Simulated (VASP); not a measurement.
Crystal: Sn2C.

```
CELL_PARAMETERS angstrom
0.00000 3.29041 3.29041
3.29041 0.00000 3.29041
3.29041 3.29041 0.00000
ATOMIC_POSITIONS crystal
Sn 0.25000 0.25000 0.25000
Sn 0.75000 0.75000 0.75000
C 0.50000 0.50000 0.50000
```

The cell was built by a generator and needn't be a form met in nature.

```yaml
Program: VASP 6.6.1
Task: relaxation of cell and atoms
Functional: PBE
Potentials_or_basis: VASP PAW PBE potentials, release 64 (Sn_d, C)
Cutoff: 520 eV
k_mesh: 6 × 6 × 6
Occupations: gaussian, width 0.15 eV
Spin: no spin polarisation
```

At the start: pressure -5.5 GPa; volume 23.75 Å³/atom.

Question: Where does the relaxation end?

Answer: Over 3 steps the energy falls by 44.9 meV/atom and the volume is 21.32 Å³/atom (-10.2 %); space group Fm-3m (No. 225, to 0.05 Å).

The path:
```tsv
step	energy change (eV)	largest force (eV/Å)	pressure (GPa)	volume (Å³)
1	0.0000	0.0000	-5.51	71.25
2	-0.1334	0.0000	0.81	63.16
3	-0.1346	0.0000	-0.37	63.96
```

Final structure:
```
CELL_PARAMETERS angstrom
0.00000 3.17413 3.17413
3.17413 0.00000 3.17413
3.17413 3.17413 0.00000
ATOMIC_POSITIONS crystal
Sn 0.25000 0.25000 0.25000
Sn 0.75000 0.75000 0.75000
C 0.50000 0.50000 0.50000
```
